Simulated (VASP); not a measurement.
Consider the following.

```xyz
8
Lattice="3.5524 2.0510 2.2067 -3.5524 2.0510 2.2067 0.0000 -4.1020 2.2067" Properties=species:S:1:pos:R:3 pbc="T T T"
Sr     0.0000     0.0000     3.3100
Ni     0.0000     0.0000     0.0000
F      0.0000     2.6831     3.3372
F      0.0000    -2.6831     3.2828
F     -2.3236    -1.3415     3.3372
F      2.3236     1.3415     3.2828
F      2.3236    -1.3415     3.3372
F     -2.3236     1.3415     3.2828
```

Calculation: r2SCAN meta-GGA, VASP's PBE PAW potentials (set 64) (plane waves; VASP 6.6.1). Run with 520 eV cut-off, 6×6×6 Γ-centred mesh, tetrahedra with Blöchl corrections, potentials Sr_sv Ni F.

Problem. Give the energies of bands 20 to 33 at the high-symmetry points, in eV from the valence-band maximum.

Solution. 
```json
[
 {"band": "20", "Γ": "-1.96", "L": "-2.07", "T": "-1.87", "P0": "-1.94", "F": "-2.04"},
 {"band": "21", "Γ": "-1.78", "L": "-2.04", "T": "-1.87", "P0": "-1.94", "F": "-1.56"},
 {"band": "22", "Γ": "-1.78", "L": "-1.78", "T": "-1.38", "P0": "-1.55", "F": "-1.48"},
 {"band": "23", "Γ": "-1.19", "L": "-1.19", "T": "-1.38", "P0": "-1.41", "F": "-1.33"},
 {"band": "24", "Γ": "-1.19", "L": "-1.18", "T": "-1.34", "P0": "-1.41", "F": "-1.18"},
 {"band": "25", "Γ": "-1.00", "L": "-1.01", "T": "-1.01", "P0": "-1.21", "F": "-1.06"},
 {"band": "26", "Γ": "-0.68", "L": "-0.94", "T": "-0.84", "P0": "-0.88", "F": "-1.01"},
 {"band": "27", "Γ": "-0.68", "L": "-0.90", "T": "-0.84", "P0": "-0.88", "F": "-0.86"},
 {"band": "28", "Γ": "-0.58", "L": "-0.69", "T": "-0.64", "P0": "-0.70", "F": "-0.76"},
 {"band": "29", "Γ": "-0.58", "L": "-0.52", "T": "-0.46", "P0": "-0.38", "F": "-0.74"},
 {"band": "30", "Γ": "-0.58", "L": "-0.29", "T": "-0.19", "P0": "-0.22", "F": "-0.59"},
 {"band": "31", "Γ": "-0.09", "L": "-0.19", "T": "-0.19", "P0": "-0.22", "F": "0.00"},
 {"band": "32", "Γ": "1.93", "L": "2.19", "T": "1.96", "P0": "2.26", "F": "1.99"},
 {"band": "33", "Γ": "1.93", "L": "2.44", "T": "1.96", "P0": "2.26", "F": "2.46"}
]
```

The gap is indirect, 1.93 eV, from the valence maximum at F to the conduction minimum at Γ.

The structure comes from a computed database's SrNiF6 entry (R-3m); how it stands against other phases isn't given here. It was relaxed first. The run is not spin-polarised, so no magnetic state was tried.
